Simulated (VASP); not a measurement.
Computed with revTPSS meta-GGA, VASP's PBE PAW potentials (set 64) (plane waves; VASP).

A VASP calculation is set up with these files.

**INCAR**
```
! general
SYSTEM  = Ni3Si
PREC    = Accurate
ENCUT   = 520   ! plane-wave cut-off (eV)
LREAL   = F   ! projection in real space or not
LASPH   = T   ! aspherical one-centre terms

! electronic loop
EDIFF   = 1E-6
NELM    = 100
ALGO    = Normal
LMAXMIX = 4   ! l cut-off of mixed one-centre charges
LMIXTAU = T

! smearing
ISMEAR  = 1   ! Methfessel-Paxton
SIGMA   = 0.1

! functional
METAGGA = RTPSS

! ions
IBRION  = 2   ! conjugate gradients
NSW     = 60
ISIF    = 3   ! ions, shape and volume
EDIFFG  = -0.02

! output
LWAVE   = F
LCHARG  = F
```

### KPOINTS
```
Automatic mesh
0
Gamma
8 8 8
0 0 0
```

**POSCAR**
```
Ni3Si
1
    3.4628876297     0.0000000000    -0.0000000000
   -0.0000000000     3.4628876297    -0.0000000000
    0.0000000000     0.0000000000     3.4628876297
Si Ni
1 3
Direct
  0.0000000000   0.0000000000   0.0000000000
  0.0000000000   0.5000000000   0.5000000000
  0.5000000000   0.0000000000   0.5000000000
  0.5000000000   0.5000000000   0.0000000000
```

POTCAR, in this order: Si Ni (PBE.64 set). Program: vasp_std.

Output of the run:

File OSZICAR:
```
       N       E                     dE             d eps       ncg     rms          rms(c)
DAV:   1     0.332069285395E+03    0.33207E+03   -0.23736E+04  1486   0.344E+03
DAV:   2     0.643882926340E+02   -0.26768E+03   -0.25802E+03  1540   0.594E+02
DAV:   3     0.379524042132E+02   -0.26436E+02   -0.25856E+02  1653   0.230E+02
DAV:   4     0.369998728630E+02   -0.95253E+00   -0.94994E+00  1985   0.496E+01
DAV:   5     0.369396385610E+02   -0.60234E-01   -0.60225E-01  2428   0.103E+01    0.154E+01
DAV:   6    -0.215720430693E+02   -0.58512E+02   -0.14601E+02  1515   0.107E+02    0.244E+01
DAV:   7    -0.189926511758E+02    0.25794E+01   -0.49331E+00  2148   0.283E+01    0.197E+01
DAV:   8    -0.144257140180E+02    0.45669E+01   -0.11087E+01  1979   0.485E+01    0.925E+00
DAV:   9    -0.142014546215E+02    0.22426E+00   -0.43393E+00  2002   0.290E+01    0.581E+00
DAV:  10    -0.142060289795E+02   -0.45744E-02   -0.26745E-01  1907   0.552E+00    0.427E+00
DAV:  11    -0.140723417804E+02    0.13369E+00   -0.27514E-01  1948   0.776E+00    0.147E+00
DAV:  12    -0.140258893858E+02    0.46452E-01   -0.19609E-01  2181   0.618E+00    0.897E-01
DAV:  13    -0.140564239072E+02   -0.30535E-01   -0.89640E-02  1871   0.481E+00    0.391E-01
DAV:  14    -0.140604464892E+02   -0.40226E-02   -0.17011E-02  1790   0.236E+00    0.186E-01
DAV:  15    -0.140613693274E+02   -0.92284E-03   -0.83499E-03  1748   0.163E+00    0.225E-01
DAV:  16    -0.140612640256E+02    0.10530E-03   -0.25282E-03  1729   0.922E-01    0.256E-02
DAV:  17    -0.140612866400E+02   -0.22614E-04   -0.11786E-04  2106   0.106E-01    0.200E-02
DAV:  18    -0.140612877198E+02   -0.10798E-05   -0.52773E-06  1521   0.319E-02    0.122E-02
DAV:  19    -0.140612905164E+02   -0.27967E-05   -0.99727E-07   880   0.160E-02    0.766E-03
DAV:  20    -0.140612907020E+02   -0.18559E-06   -0.99166E-07   820   0.126E-02
   1 F= -.14061291E+02 E0= -.14061564E+02  d E =-.140613E+02
       N       E                     dE             d eps       ncg     rms          rms(c)
DAV:   1    -0.142032696424E+02   -0.14198E+00   -0.18084E+00  1490   0.219E+01    0.339E+00
DAV:   2    -0.141792697849E+02    0.24000E-01   -0.18306E+00  1677   0.236E+01    0.252E+00
DAV:   3    -0.140638315918E+02    0.11544E+00   -0.52549E-01  1632   0.129E+01    0.598E-01
DAV:   4    -0.140593402003E+02    0.44914E-02   -0.16988E-02  1669   0.141E+00    0.108E-01
DAV:   5    -0.140596901522E+02   -0.34995E-03   -0.71747E-04  1644   0.307E-01    0.101E-01
DAV:   6    -0.140595265481E+02    0.16360E-03   -0.12069E-03  1828   0.584E-01    0.873E-02
DAV:   7    -0.140595610177E+02   -0.34470E-04   -0.15355E-03  1647   0.674E-01    0.586E-02
DAV:   8    -0.140596013643E+02   -0.40347E-04   -0.46907E-04  1629   0.382E-01    0.220E-02
DAV:   9    -0.140596099267E+02   -0.85623E-05   -0.51553E-05  1611   0.130E-01    0.437E-03
DAV:  10    -0.140596096737E+02    0.25298E-06   -0.23300E-06  1141   0.186E-02
   2 F= -.14059610E+02 E0= -.14059898E+02  d E =0.168103E-02
       N       E                     dE             d eps       ncg     rms          rms(c)
DAV:   1    -0.141176437809E+02   -0.58034E-01   -0.68946E-01  1490   0.137E+01    0.211E+00
DAV:   2    -0.141126269199E+02    0.50169E-02   -0.72615E-01  1666   0.147E+01    0.161E+00
DAV:   3    -0.140642862923E+02    0.48341E-01   -0.21101E-01  1666   0.814E+00    0.370E-01
DAV:   4    -0.140625607650E+02    0.17255E-02   -0.63864E-03  1613   0.793E-01    0.645E-02
DAV:   5    -0.140626849633E+02   -0.12420E-03   -0.33150E-04  1656   0.182E-01    0.625E-02
DAV:   6    -0.140625916821E+02    0.93281E-04   -0.55004E-04  1812   0.393E-01    0.571E-02
DAV:   7    -0.140626111029E+02   -0.19421E-04   -0.63477E-04  1639   0.433E-01    0.376E-02
DAV:   8    -0.140626342887E+02   -0.23186E-04   -0.89778E-05  1629   0.168E-01    0.505E-03
DAV:   9    -0.140626352106E+02   -0.92188E-06   -0.31306E-06  1202   0.196E-02
   3 F= -.14062635E+02 E0= -.14062914E+02  d E =-.134451E-02
```

OUTCAR:
```
------------------------ aborting loop because EDIFF is reached ----------------------------------------
  FORCE on cell =-STRESS in cart. coord.  units (eV):
  Direction    XX          YY          ZZ          XY          YZ          ZX
  --------------------------------------------------------------------------------------
  Total       -0.0540324     -0.0540324     -0.0540324      0.0000000      0.0000000     -0.0000000
  in kB       -2.0977821     -2.0977821     -2.0977821      0.0000000      0.0000000     -0.0000000
  external PRESSURE =      -2.0977821 kB  Pullay stress =       0.0000000 kB
  volume of cell :       41.27
      direct lattice vectors                 reciprocal lattice vectors
     3.455690563 -0.000000000 -0.000000000     0.289377762 -0.000000000  0.000000000
     0.000000000  3.455690563  0.000000000     0.000000000  0.289377762 -0.000000000
    -0.000000000  0.000000000  3.455690563     0.000000000 -0.000000000  0.289377762
 POSITION                                       TOTAL-FORCE (eV/Angst)
 -----------------------------------------------------------------------------------
      0.00000      0.00000      0.00000        -0.000000     -0.000000      0.000000
      0.00000      1.72785      1.72785         0.000000     -0.000000      0.000000
      1.72785      0.00000      1.72785        -0.000000      0.000000      0.000000
      1.72785      1.72785     -0.00000         0.000000     -0.000000      0.000000
 -----------------------------------------------------------------------------------
    total drift:                                0.000000     -0.000000      0.000000
  FREE ENERGIE OF THE ION-ELECTRON SYSTEM (eV)
  ---------------------------------------------------
  free  energy   TOTEN  =       -14.0626352106 eV

  energy  without entropy=      -14.0634715806  energy(sigma->0) =      -14.06291400

 reached required accuracy - stopping structural energy minimisation
```
(Selected blocks of OUTCAR.)

CONTCAR:
```
Ni3Si
   1.00000000000000
     3.4556905631313803   -0.0000000000000000   -0.0000000000000000
     0.0000000000000000    3.4556905631313803    0.0000000000000000
    -0.0000000000000000    0.0000000000000000    3.4556905631313803
  Si              Ni
     1     3
Direct
     0.0000000000000000    0.0000000000000000    0.0000000000000000
     0.0000000000000000    0.5000000000000000    0.5000000000000000
     0.5000000000000000    0.0000000000000000    0.5000000000000000
     0.5000000000000000    0.5000000000000000    0.0000000000000000
```

The compound is Ni3Si in the L1_2 structure. This run relaxes it. Symmetry was kept, so distortions that lower it aren't found. The run is not spin-polarised, so no magnetic state was tried.
